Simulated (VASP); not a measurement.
```
MoAs
1.0
    6.03325     0.00000     0.00000
    0.00000     3.38405     0.00000
    0.00000     0.00000     6.37543
Mo As
4 4
Direct
  0.51434   0.25000   0.68265
  0.48566   0.75000   0.31735
  0.98566   0.75000   0.18265
  0.01434   0.25000   0.81735
  0.68866   0.25000   0.06987
  0.31134   0.75000   0.93013
  0.81134   0.75000   0.56987
  0.18866   0.25000   0.43013
```

Method: LDA (Ceperley-Alder, Perdew-Zunger), VASP's LDA PAW potentials (set 64) (plane waves; VASP 6.6.1). Settings: 300 eV cut-off, 3×5×3 Γ-centred mesh, Fermi-Dirac smearing of 0.10 eV, potentials Mo_sv As.

At this cut-off the stress carries a Pulay error, which pulls relaxed volumes low.

Q: What does the run give for the energy per atom (σ→0), pressure, band gap (on the k-mesh) with the smallest direct gap where there is one?

A: 
The band gap (on the k-mesh) is none (metal, semimetal or under 0.01 eV) and the energy per atom (σ→0) is -9.051 eV/atom. The pressure is -6.93 GPa.

The absolute energy has meaning only against runs of the same code, potentials and settings.

The structure comes from a computed database's MoAs entry (Pnma); how it stands against other phases isn't given here. The cell was not relaxed at this level. The k-mesh is coarse (spacing up to 0.37 per Å, 2π included), so the numbers may not be converged in it.
